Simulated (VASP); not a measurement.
Level of theory: PBEsol GGA, VASP's PBE PAW potentials (set 64) (plane waves; VASP).

The input files of a VASP run:

### KPOINTS
```
kpoints
0
gamma
10 10 3
```

### INCAR
```
SYSTEM=Ga4PSb3
PREC=Accurate; ENCUT=400; LREAL=F
LASPH=T
EDIFF=1E-7; NELM=100; ALGO=Normal
LMAXMIX=4
ISMEAR=-5
GGA=PS
ISIF=2
LWAVE=F; LCHARG=T; LORBIT=11
NEDOS=601
LEFG=T
```

File POSCAR:
```
Ga4PSb3
11.9000410
  0.0000000000   0.2499655937   0.2499655937
  0.2499655937   0.0000000000   0.2499655937
  0.9999999951   0.9999999951  -0.0001376203
Ga Sb P
4 3 1
direct
  0.0211884195   0.0211884195   0.9841086853
  0.0074052291   0.0074052291   0.2444460782
  0.9938531494   0.9938531494   0.5046101381
  0.9792254741   0.9792254741   0.7655808945
  0.2627543464   0.2627543464   0.0529342402
  0.2495668538   0.2495668538   0.3128248596
  0.2363760211   0.2363760211   0.5727179842
  0.2496305066   0.2496305066   0.8127771200
```

POTCAR, in this order: Ga_d Sb P (PBE.64 set). Program: vasp_std.

Question: What will the output report for the number of irreducible k-points (NKPTS), number of bands (NBANDS), largest plane-wave count, number of space-group operations, FFT grid (NGX, NGY, NGZ)?

Answer: 
- number of irreducible k-points (NKPTS): 78
- number of bands (NBANDS): 43
- largest plane-wave count: 3860
- number of space-group operations: 6
- FFT grid (NGX, NGY, NGZ): 28 × 28 × 112

The structure was generated: Ga4PSb3 was put into an ordered model structure (R3m), which need not be its known phase. It was relaxed first.
